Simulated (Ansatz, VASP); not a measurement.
# SbMo in two plane-wave programs

One calculation is typed for both programs; each brings its own data sets. How far apart do they land? The cell is generated by rule, not measured, and may not be a known phase. Of the first pair: The two relaxations start from unlike cells of this crystal (the structure described is Ansatz's start), so only their ends are compared.

Main program and level: Ansatz 0.2.0; plane waves, with VASP 6.6.1 beside it; relaxation of cell and atoms at PBEsol.

### 1. The starting structure

The structure is hexagonal, space group P-6m2 (No. 187). The conventional cell has a = 3.456 Å, b = 3.456 Å, c = 3.422 Å, α = 90.00°, β = 90.00°, γ = 120.00°. Nearest to Mo lie 6 Sb at 2.63 Å. Nearest to Sb lie 6 Mo at 2.63 Å. Farther neighbours are not listed.

### 2. VASP: relaxation of cell and atoms, PBEsol, pair 1

The relaxed volume is the usual yardstick between codes: in a stiff, nearly cubic crystal its relative difference is about their pressure difference at one cell divided by the bulk modulus.

Lines of VASP's logs that name or quote its potential files are left out, and so is its time.

File INCAR:

```
SYSTEM = SbMo
PREC = Accurate
ENCUT = 500
EDIFF = 1E-07
NELM = 120
ISMEAR = 0
SIGMA = 0.1
LREAL = .FALSE.
ALGO = Normal
GGA = PS
NBANDS = 15
LASPH = .TRUE.
LORBIT = 11
LWAVE = .FALSE.
LCHARG = .FALSE.
ISIF = 3
IBRION = 2
NSW = 80
EDIFFG = -0.005
GGA_COMPAT = .FALSE.
NELMIN = 4
KPAR = 2
```

File POSCAR:

```
SbMo
1.0
    3.5131355862     -0.0000030512      0.0000000000
   -1.7565652535      3.0424664981      0.0000000000
    0.0000000000      0.0000000000      3.6016298843
Mo Sb
1 1
Direct
    0.0000000000      0.0000000000      0.0000000000
    0.3333333333      0.6666666667      0.5000000000
```

File KPOINTS:

```
Automatic mesh
0
Gamma
6 6 6
0 0 0
```

The projector-augmented-wave data sets are Mo_sv and Sb (PBE family, release 64).

On the command line:

```
$ mpirun -np 2 vasp_std
```

Numbers of over 12 decimals in the logs are rounded to 6 here.

The program printed:

```text
[banner, memory and clock lines left out]
running    2 mpi-ranks, on    1 nodes
 distrk:  each k-point on    1 cores,    2 groups
 distr:  one band on    1 cores,    1 groups

 POSCAR found type information on POSCAR MoSb
 POSCAR found :  2 types and       2 ions
|                                                                             |
|               ----> ADVICE to this user running VASP <----                  |
|                                                                             |
|     You enforced a specific xc type in the INCAR file but a different       |
|     [... a line on the potential file left out ...]
|     I HOPE YOU KNOW WHAT YOU ARE DOING!                                     |
|                                                                             |

 LDA part: xc-table for (Slater+PW92), standard interpolation
 POSCAR, INCAR and KPOINTS ok, starting setup
 FFT: planning ... GRIDC
 FFT: planning ... GRID_SOFT
 FFT: planning ... GRID
 WAVECAR not read
 entering main loop
       N       E                     dE             d eps       ncg     rms          rms(c)
DAV:   1     0.126883473553E+03    0.12688E+03   -0.90053E+03   848   0.112E+03
DAV:   2    -0.138235447997E+02   -0.14071E+03   -0.13756E+03  1113   0.312E+02
DAV:   3    -0.164944502731E+02   -0.26709E+01   -0.26592E+01  1008   0.451E+01
DAV:   4    -0.165164132909E+02   -0.21963E-01   -0.21962E-01   981   0.492E+00
DAV:   5    -0.165168739304E+02   -0.46064E-03   -0.46064E-03  1037   0.646E-01    0.136E+01
DAV:   6    -0.159875053097E+02    0.52937E+00   -0.26709E+00   868   0.128E+01    0.332E+00
DAV:   7    -0.159363907888E+02    0.51115E-01   -0.16785E-01   854   0.330E+00    0.275E+00
DAV:   8    -0.159197890717E+02    0.16602E-01   -0.34992E-02  1015   0.137E+00    0.140E-01
DAV:   9    -0.159196355272E+02    0.15354E-03   -0.68394E-04   903   0.251E-01    0.761E-02
DAV:  10    -0.159195910580E+02    0.44469E-04   -0.13403E-04   982   0.115E-01    0.160E-02
DAV:  11    -0.159195926799E+02   -0.16219E-05   -0.48517E-06  1001   0.205E-02    0.490E-03
DAV:  12    -0.159195920557E+02    0.62426E-06   -0.58747E-07   910   0.518E-03    0.125E-03
DAV:  13    -0.159195918749E+02    0.18080E-06   -0.25103E-08   511   0.127E-03    0.731E-04
DAV:  14    -0.159195919051E+02   -0.30248E-07   -0.35698E-09   497   0.508E-04
   1 F= -.15919592E+02 E0= -.15917346E+02  d E =-.159196E+02
 curvature:   0.00 expect dE= 0.000E+00 dE for cont linesearch  0.000E+00
 trial: gam= 0.00000 g(F)=  0.295E-44 g(S)=  0.285E-05 ort = 0.000E+00 (trialstep = 0.100E+01)
 search vector abs. value=  0.285E-05
 bond charge predicted
       N       E                     dE             d eps       ncg     rms          rms(c)
DAV:   1    -0.159196221085E+02   -0.30234E-04   -0.75177E-04   868   0.292E-01    0.508E-02
DAV:   2    -0.159195953520E+02    0.26757E-04   -0.14421E-04   854   0.106E-01    0.115E-02
DAV:   3    -0.159195921729E+02    0.31791E-05   -0.63164E-06   854   0.184E-02    0.575E-03
DAV:   4    -0.159195911851E+02    0.98777E-06   -0.21850E-06   973   0.129E-02    0.212E-03
DAV:   5    -0.159195910740E+02    0.11113E-06   -0.50000E-08   497   0.216E-03    0.149E-03
DAV:   6    -0.159195909266E+02    0.14735E-06   -0.11016E-08   455   0.105E-03    0.140E-04
DAV:   7    -0.159195909195E+02    0.71345E-08   -0.16408E-09   427   0.447E-04
   2 F= -.15919591E+02 E0= -.15917346E+02  d E =0.985642E-06
 trial-energy change:    0.000001  1 .order    0.000001   -0.000003    0.000004
 step:   0.3312(harm=  0.4224)  dis= 0.00000  next Energy=   -15.919592 (dE=-0.455E-06)
 bond charge predicted
       N       E                     dE             d eps       ncg     rms          rms(c)
DAV:   1    -0.159196057271E+02   -0.14800E-04   -0.33629E-04   861   0.195E-01    0.340E-02
DAV:   2    -0.159195933872E+02    0.12340E-04   -0.64342E-05   840   0.705E-02    0.769E-03
DAV:   3    -0.159195922215E+02    0.11657E-05   -0.28077E-06   854   0.123E-02    0.384E-03
DAV:   4    -0.159195921318E+02    0.89753E-07   -0.97592E-07   966   0.861E-03
   3 F= -.15919592E+02 E0= -.15917347E+02  d E =-.226644E-06
 curvature:  -0.21 expect dE=-0.131E-06 dE for cont linesearch -0.263E-09
 trial: gam= 0.24448 g(F)=  0.184E-43 g(S)=  0.636E-06 ort =-0.602E-07 (trialstep = 0.866E+00)
 search vector abs. value=  0.777E-06
 reached required accuracy - stopping structural energy minimisation
```

From OUTCAR (step 2):

```text
ion  position               nearest neighbor table
   1  0.000  0.000  0.000-   2 2.71   2 2.71   2 2.71   2 2.71   2 2.71   2 2.71
   2  0.333  0.667  0.500-   1 2.71   1 2.71   1 2.71   1 2.71   1 2.71   1 2.71

  LATTYP: Found a hexagonal cell.
 ALAT       =     3.5131355862
 C/A-ratio  =     1.0251895482

 Subroutine GETGRP returns: Found 12 space group operations
 (whereof 12 operations were pure point group operations)

The static configuration has the point symmetry D_3h.

 Found     28 irreducible k-points:

   k-points           NKPTS =     28   k-points in BZ     NKDIM =     28   number of bands    NBANDS=     15

   dimension x,y,z NGX =    28 NGY =   28 NGZ =   28
   dimension x,y,z NGXF=    56 NGYF=   56 NGZF=   56

   ENCUT  =  500.0 eV  36.75 Ry    6.06 a.u.   6.41  6.41  6.57*2*pi/ulx,y,z

   NELECT =      19.0000    total number of electrons

 k-points in reciprocal lattice and weights: Automatic mesh
   0.00000000  0.00000000  0.00000000       0.005
   0.16666667 -0.00000000  0.00000000       0.028
   0.33333333 -0.00000000  0.00000000       0.028
   0.50000000 -0.00000000  0.00000000       0.014
   0.16666667  0.16666667  0.00000000       0.028
   0.33333333  0.16666667  0.00000000       0.056
   0.33333333  0.33333333  0.00000000       0.009
   0.00000000  0.00000000  0.16666667       0.009
   0.16666667 -0.00000000  0.16666667       0.056
[...]
0.33333333  0.16666667  0.50000000       0.056
   0.33333333  0.33333333  0.50000000       0.009

 average (electrostatic) potential at core
       1 -70.2423       2 -81.2738

 E-fermi :  11.2334

 k-point     1 :       0.0000    0.0000    0.0000
  band No.  band energies     occupation
    ...
      7       8.8895      2.00000
      8       8.8895      2.00000
      9      10.8168      2.00000
     10      11.0821      1.96763
     11      11.0821      1.96763
     12      15.9559      0.00000
     13      15.9559      0.00000
     14      17.1364      0.00000
     15      18.2711      0.00000

 k-point     2 :       0.1667   -0.0000    0.0000
  band No.  band energies     occupation
    ...
      6       7.7646      2.00000
      7       8.5714      2.00000
      8       9.2342      2.00000
      9       9.3473      2.00000
     10      11.0209      1.99734
     11      13.0637      0.00000
     12      13.8649      0.00000
     13      14.8006      0.00000
     14      17.6563      0.00000
     15      19.0401      0.00000

 k-point     3 :       0.3333   -0.0000    0.0000
  band No.  band energies     occupation
    ...
      6       6.0155      2.00000
      7       8.3982      2.00000
      8       8.6304      2.00000
      9      10.1093      2.00000
     10      10.9032      2.00000
     11      12.5946      0.00000
     12      13.2176      0.00000
     13      15.1695      0.00000
     14      17.3133      0.00000
     15      19.3756      0.00000

  Total       -0.0035755     -0.0035755      0.0008878      0.0000000     -0.0000000     -0.0000000
  in kB       -0.1487920     -0.1487920      0.0369467      0.0000000     -0.0000000     -0.0000000
  external PRESSURE =      -0.0868791 kB  Pullay stress =       0.0000000 kB

  energy-cutoff  :      500.00
  volume of cell :       38.50
      direct lattice vectors                 reciprocal lattice vectors
     3.513182342 -0.000003051  0.000000000     0.284642357  0.164338005  0.000000000
    -1.756588631  3.042506990 -0.000000000     0.000000285  0.328676484  0.000000000
     0.000000000 -0.000000000  3.601935016    -0.000000000 -0.000000000  0.277628551

 POSITION                                       TOTAL-FORCE (eV/Angst)
 -----------------------------------------------------------------------------------
      0.00000     -0.00000      3.60194         0.000000     -0.000000      0.000000
      0.00000      2.02834      1.80097        -0.000000      0.000000     -0.000000
 -----------------------------------------------------------------------------------
    total drift:                                0.000002      0.000006      0.000000

  FREE ENERGIE OF THE ION-ELECTRON SYSTEM (eV)
  ---------------------------------------------------
  free  energy   TOTEN  =       -15.9195921318 eV

  energy  without entropy=      -15.9151012466  energy(sigma->0) =      -15.91734669

 reached required accuracy - stopping structural energy minimisation

 total charge
# of ion       s       p       d       tot
------------------------------------------
    1        2.234   6.124   4.114  12.472
    2        1.098   1.379   0.096   2.574
--------------------------------------------------
tot          3.333   7.503   4.211  15.046

[... 3 further parts left out ...]
```

This run has no spin polarisation. Its electron count is odd, so without a moment it is a metal by construction. The k-mesh is coarse for a metal. The PAW data sets were made with PBE, which is usual practice but a small mismatch for other functionals. The run keeps the 12 symmetry operations of its start, so it cannot find a distortion of lower symmetry.

### 3. Ansatz: relaxation of cell and atoms, PBEsol, pair 1

Ansatz runs on norm-conserving files, of PseudoDojo where its log says so.

Its own start cell and the same functional, mesh and smearing now go to Ansatz, which takes its cutoff from its data sets.

File input.yaml:

```yaml
crystal:
  lattice:
    - [3.45619, 0.0, 0.0]
    - [-1.72809, 2.99315, 0.0]
    - [0.0, 0.0, 3.42187]
  atoms:
    - { symbol: Mo, position: [0.0, 0.0, 0.0] }
    - { symbol: Sb, position: [0.3333333333, 0.6666666667, 0.5] }
kpoints:
  mp_grid: { grid: [6, 6, 6] }
hamiltonian:
  xc: pbesol
  pseudopotentials: { kind: nc }
scf:
  occupations: { method: gaussian, width: 0.1 }
output:
  forces: true
  stress: true
  eigenvalues: true
relax:
  adjacent_minimum: "off"
  f_tol: 0.05
  max_steps: 80
  cell: { stress_tol: 0.5 }
```

On the command line:

```
$ ansatz run input.yaml --threads 4 --pin off --max-ram 7168MiB --backend cpu --events-out ev --progress --plain --runs-dir out
```

The program printed:

```text
The last accepted step is kept in <dir> (removed where the run ends without a failure and the disk answers)
Engine: ansatz 0.2.0, x86_64-unknown-linux-gnu
Pseudopotentials: kind: nc
Pseudopotential: Mo, nc, valence charge 14, recommended cutoff 1088.45545 eV (normal), Mo.nc.azcp (PseudoDojo's, or run here from an input of PseudoDojo's: the run reads no file of this project's for it)
Pseudopotential: Sb, nc, valence charge 15, recommended cutoff 1088.45545 eV (normal), Sb.nc.azcp (PseudoDojo's, or run here from an input of PseudoDojo's: the run reads no file of this project's for it)
Functional definition: PBEsol
  exchange = pbesol_x
  correlation = pbesol_c
Crystal: 2 atoms, lattice volume = 35.399 Å³
Basis set: ecut = 1088.45545 eV, 2911 PW (Γ), exchange–correlation on 80×80×80 points (8 copies of the dense FFT grid, shifted against one another)
Bands: 19, of which v1, the nominal top of the filled ones, is band 15 counted from 1 (14 counted from 0)
Symmetry: 12 space group operations
Space group: P-6m2 (ITA 187), of the structure as read, at distance tolerance 3.3e-5 Å
k-points: 28 of 216 (time reversal used)
Non-local potential: Mo, projectors of the file, l = 0: 2, l = 1: 2, l = 2: 2
Non-local potential: Sb, projectors of the file, l = 0: 2, l = 1: 2, l = 2: 2, l = 3: 2
Initial density: superposition of atomic densities (chi_scale 0.1, normalization cell, long waves kept (reshape's long-wave potential 0.00 eV rms))
Initial wavefunctions: pseudopotential atomic-orbital guess
Functional: x = pbesol(κ = 0.804, μ = 0.123457), c = pbesol(β = 0.046)
SCF iter   1: F=—  HF=-4382.019288 eV  |F-HF|=—  |Δ(HF+E_count)|=         —  Δρ=6.92e-2  dr2=2.02e0  ethr=3.10e-3  ⟨swp⟩=6.0  Hψ=2739  notcnv=0
preconditioner: auto → none  [metal: Δε(μ)=0.050 eV  Ē_g=8.423 eV  σ=0.100 eV  W_gap=0.27  n_scr=8 (ndim 8)  ℏωp=20.7 eV  f_vac=0.000  D(μ)=1.02/eV (n_scr^D=8)  sad-step TF]
SCF iter   2: F=—  HF=-4381.537603 eV  |F-HF|=—  |Δ(HF+E_count)|=   4.82e-1  Δρ=2.93e-2  dr2=2.54e-1  ethr=3.10e-3  ⟨swp⟩=3.1  Hψ=1069  notcnv=0  defer=7
SCF iter   3: F=—  HF=-4381.479673 eV  |F-HF|=—  |Δ(HF+E_count)|=   5.79e-2  Δρ=7.99e-3  dr2=2.43e-2  ethr=8.74e-4  ⟨swp⟩=2.6  Hψ=912  notcnv=0  defer=7
SCF iter   4: F=—  HF=-4381.475221 eV  |F-HF|=—  |Δ(HF+E_count)|=   4.45e-3  Δρ=1.88e-3  dr2=6.11e-4  ethr=8.39e-5  ⟨swp⟩=2.0  Hψ=671  notcnv=0  defer=7
SCF iter   5: F=—  HF=-4381.475184 eV  |F-HF|=—  |Δ(HF+E_count)|=   3.72e-5  Δρ=2.82e-4  dr2=1.39e-5  ethr=2.11e-6  ⟨swp⟩=2.0  Hψ=851  notcnv=0  defer=7
SCF iter   6: F=—  HF=-4381.475202 eV  |F-HF|=—  |Δ(HF+E_count)|=   1.78e-5  Δρ=7.08e-5  dr2=3.89e-7  ethr=4.78e-8  ⟨swp⟩=2.1  Hψ=948  notcnv=0  defer=7
SCF iter   7: F=-4381.475202 eV  HF=-4381.475202 eV  |F-HF|=1.26e-8  |Δ(HF+E_count)|=   9.17e-8  Δρ=1.04e-5  dr2=2.04e-8  ethr=3.45e-10  ⟨swp⟩=9.5  Hψ=3018  notcnv=0
SCF 1 converged in 7 iterations: F = -4381.475202 eV  dr2 = 2.04e-8
relax step   1: F+E_penalty+E_count = -4381.47520165 eV  Δ(F+E_penalty+E_count) = +0.000e0 eV  max|allowed force component| = 3.516e-16 eV/Å  Δτ_max = 0.0000 Å  P = +17.949 GPa  Ω = 35.399 Å³  (7 SCF iters, dr2 threshold 1.00e-7 eV, accepted)
[...]
relax step   5: F+E_penalty+E_count = -4381.65151781 eV  Δ(F+E_penalty+E_count) = -5.371e-5 eV  max|allowed force component| = 1.434e-16 eV/Å  Δτ_max = 0.0000 Å  P = -0.012 GPa  Ω = 38.387 Å³  energy of the carried Pulay correction = -2.095e-3 eV  (4 SCF iters, dr2 threshold 2.00e-7 eV, accepted)
[...]
relax step   6: F+E_penalty+E_count = -4381.65743229 eV  Δ(F+E_penalty+E_count) = -5.914e-3 eV  max|allowed force component| = 1.989e-16 eV/Å  Δτ_max = 0.0000 Å  P = +0.411 GPa  Ω = 38.387 Å³  stress off target by 6.69e-1 GPa  SCF on the basis re-selected at this cell (its energy is not comparable with the rows above)  (5 SCF iters)
[...]
relax step   7: F+E_penalty+E_count = -4381.65753980 eV  Δ(F+E_penalty+E_count) = -1.075e-4 eV  max|allowed force component| = 1.203e-16 eV/Å  Δτ_max = 0.0000 Å  P = +0.024 GPa  Ω = 38.464 Å³  energy of the carried Pulay correction = -5.271e-5 eV  (4 SCF iters, dr2 threshold 2.00e-7 eV, accepted)
[...]
relax step   8: F+E_penalty+E_count = -4381.65760448 eV  Δ(F+E_penalty+E_count) = -6.467e-5 eV  max|allowed force component| = 8.789e-17 eV/Å  Δτ_max = 0.0000 Å  P = +0.025 GPa  Ω = 38.464 Å³  stress off target by 4.91e-2 GPa  SCF on the basis re-selected at this cell (its energy is not comparable with the rows above)  (4 SCF iters)
basis re-selected at this cell: Δ(F+E_penalty+E_count) = -6.467e-5 eV, ΔP = +0.002 GPa vs the last step (what re-selecting the basis moved, of the pressure what is left beyond the Pulay correction that the steps carried, after the strain that the cell walked since its last selection, with what the two solves' SCF thresholds leave and, on support functions, any second-order correction that the steps lacked; it is no m [...]
SCF converged after 4 iterations
Free energy (F): -4381.657604 eV
Harris-Foulkes:  -4381.657604 eV  (|F-HF|=2.00e-11)
Internal energy: -4381.653098 eV  (E = F + TS)
E sigma→0 (E₀):  -4381.655351 eV
Entropy (-TS):   -0.004507 eV (-2.253 meV/atom)
Fermi energy:    17.353931 eV
--- Per-component energies (eV) ---
  E_band       = -168.418899
  E_kinetic    = 2063.773580
  E_local      = -2050.821579  (includes V_loc(G=0)·N_el)
  E_nonlocal   = -1070.009318
  E_hartree    = 779.654588
  E_xc         = -892.657388
  E_vxc        = -670.670704  (∫ρ·V_xc dr)
  E_ewald      = -3211.592981
  E_smearing   = -0.004507  (= −TS)
  E_closure    = -0.000000  (closes the sum)
  Σ components = -4381.657604   (vs F -4381.657604, Δ=0.00e0)
--- Forces (eV/Å), atoms counted from 1 ---
  atom   1  Mo    -0.00000000    -0.00000000     0.00000000
  atom   2  Sb    -0.00000000    -0.00000000     0.00000000
  max |Σ_I F_I| component: 4.16e-16 eV/Å
--- Stress (GPa, compression-positive) ---
        0.013636       0.000000       0.000000
        0.000000       0.013636      -0.000000
        0.000000      -0.000000       0.049057
  P = ⅓ Tr σ = 0.0254 GPa (0.254 kbar)
--- Band table (eV; the first three rows and the last of 28) ---
  k-point 0: bands = [... 11 lower, 15.0078, 15.0078, 16.9237, 17.2067, 17.2067, 22.0644, 22.0644, 23.2482]
  k-point 1: bands = [... 11 lower, 15.1745, 15.1745, 16.7060, 16.8595, 16.8595, 22.2392, 22.2392, 23.6606]
  k-point 2: bands = [... 11 lower, 15.5251, 15.5251, 16.3524, 16.3524, 17.1646, 21.8715, 21.8715, 24.4273]
  k-point 27: bands = [... 11 lower, 12.6388, 14.2657, 16.0215, 18.0197, 19.8304, 20.4327, 20.4493, 21.4389]
--- Relaxed structure (6 steps of the walk, 6 accepted, 2 SCFs on fresh bases) ---
  F+E_penalty+E_count = -4381.65760448 eV   max|allowed force component| = 8.789e-17 eV/Å   (the final SCF, on the basis selected at the relaxed cell)
  cell:  # Å, volume = 38.4640 Å³
    - [3.512116, -2.933462099329576e-6, 4.37686993250059e-18]
    - [-1.756055, 3.041583, -2.1884318002866893e-18]
    - [4.333406370466318e-18, 0, 3.600692]
  atoms:
    - { symbol: Mo, position: [0, -2.7755575615628914e-17, 0] }
    - { symbol: Sb, position: [0.333333, 0.666667, 0.5] }
```

The column dr2 measures how far the density is from self-consistency, as an energy; F and HF (Harris–Foulkes) agree once it is small.

### 4. Side by side

Known differences besides the potentials themselves: the data sets hold 29 valence electrons in Ansatz (on norm-conserving files, of PseudoDojo where its log says so) and 19 in VASP; the cutoff is 1088.46 eV in Ansatz and 500 eV in VASP; Ansatz adds a Pulay correction to the stress that steers its cell, VASP none. Total energies have different zeros and are not compared.

Compared:

```csv
quantity,Ansatz,VASP,difference
volume (Å³),38.46,38.50,-0.10 %
"edge a after relaxation, in the typed setting (Å)",3.512,3.513,-0.03 %
"edge c after relaxation, in the typed setting (Å)",3.601,3.602,-0.03 %
```

(Continued in part 2 of 2.)

[Lines on the potential files, build, host, timing and source positions are cut from VASP's logs without a mark.]

[Logs are printed without paths, hosts, clocks, repeated set-up lines and the standing remarks that a program may print on its own settings, such as how far it seeks lower states.]

[Hosts, paths, dates, database ids (printed as entryN), source tags and the programs' standing remarks are cut or masked in the printed files.]
